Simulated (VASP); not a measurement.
All values below come from PBE GGA, VASP's PBE PAW potentials (set 64) (plane waves; VASP).

A VASP calculation is set up with these files.

**POSCAR**
```
CoPtO2
1
    1.4267734397     0.8237479116     5.9579664578
   -1.4267734397     0.8237479116     5.9579664578
    0.0000000000    -1.6474958231     5.9579664578
Pt Co O
1 1 2
Direct
  0.0000000000   0.0000000000   1.0000000000
  0.5000000000   0.5000000000   0.5000000000
  0.1122251442   0.1122251442   0.1122251442
  0.8877748558   0.8877748558   0.8877748558
```

KPOINTS:
```
Automatic mesh
0
Gamma
6 6 6
0 0 0
```

INCAR:
```
! general
SYSTEM   =  CoPtO2
PREC     =  Accurate
ENCUT    =  500
LREAL    =  .FALSE.
LASPH    =  .TRUE.

! electronic loop
EDIFF    =  1E-6
NELM     =  100
ALGO     =  Normal
LMAXMIX  =  6

! smearing
ISMEAR   =  0
SIGMA    =  0.05

! functional
GGA      =  PE

! output
LWAVE    =  .TRUE.
LCHARG   =  .FALSE.
```

POTCAR, in this order: Pt Co O (PBE.64 set). Program: vasp_std.

Unless said otherwise, spin-orbit coupling is left out, though it shifts the bands of the heavy elements here.

Predict the energy per atom (σ→0), band gap (on the k-mesh).

energy per atom (σ→0): -6.635 eV/atom
band gap (on the k-mesh): none (metal, semimetal or under 0.01 eV)

### OSZICAR
```
...
DAV:  10    -0.265451647820E+02    0.20476E-02   -0.20599E-02  1371   0.185E+00    0.765E-01
DAV:  11    -0.265428831162E+02    0.22817E-02   -0.25620E-03  1878   0.123E+00    0.420E-01
DAV:  12    -0.265421834883E+02    0.69963E-03   -0.72856E-04  1607   0.431E-01    0.251E-01
DAV:  13    -0.265418189532E+02    0.36454E-03   -0.94810E-04  1722   0.620E-01    0.740E-02
DAV:  14    -0.265418067180E+02    0.12235E-04   -0.11872E-04  1271   0.115E-01    0.394E-02
DAV:  15    -0.265417992997E+02    0.74183E-05   -0.14517E-05  1771   0.657E-02    0.969E-03
DAV:  16    -0.265417993939E+02   -0.94199E-07   -0.21715E-06   934   0.174E-02
   1 F= -.26541799E+02 E0= -.26540689E+02  d E =-.222041E-02
```

The structure was generated: CoPtO2 was put into the delafossite type (R-3m), which need not be its known phase. It was relaxed first, which changed the volume by -14 %. The k-mesh is coarse (spacing up to 0.43 per Å, 2π included), so the numbers may not be converged in it. The run is not spin-polarised, so no magnetic state was tried. The electron count is odd and the run is not spin-polarised, which forces a metal.
